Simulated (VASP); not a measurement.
A convergence study with VASP on KCl (rock salt): one setting is varied, all else stays as given below, so the limit is that of these other settings.

```yaml
crystal:
  lattice:
    - [0.00000, 3.14500, 3.14500]
    - [3.14500, 0.00000, 3.14500]
    - [3.14500, 3.14500, 0.00000]
  atoms:
    - { symbol: K, position: [0.00000, 0.00000, 0.00000] }
    - { symbol: Cl, position: [0.50000, 0.50000, 0.50000] }
```

Method: PBE GGA, VASP's PBE PAW potentials (set 64) (plane waves; VASP). The tightest run used: 550 eV cut-off, 16×16×16 Γ-centred mesh, Gaussian smearing of 0.050 eV, potentials K_sv Cl.

```csv
setting,E (eV/atom),pressure (GPa),irreducible k-points
1×1×1 mesh,-1.9539,13.40,1
2×2×2 mesh,-3.3659,1.22,3
3×3×3 mesh,-3.4003,0.85,4
```

Problem. These are the cheaper rows. Estimate the results at 16×16×16 mesh, and how far the last row shown lies from them.

Solution. 
| quantity | tightest run | last row shown is off by |
|---|---|---|
| E (eV/atom) | -3.4018 | 0.0015 |
| pressure (GPa) | 0.83 | 0.02 |

Left out are rungs that failed or repeat a setting and relaxations that didn't move; long series are thinned to 24 rows.

The compound is KCl in the rock salt structure. The cell was not relaxed at this level.
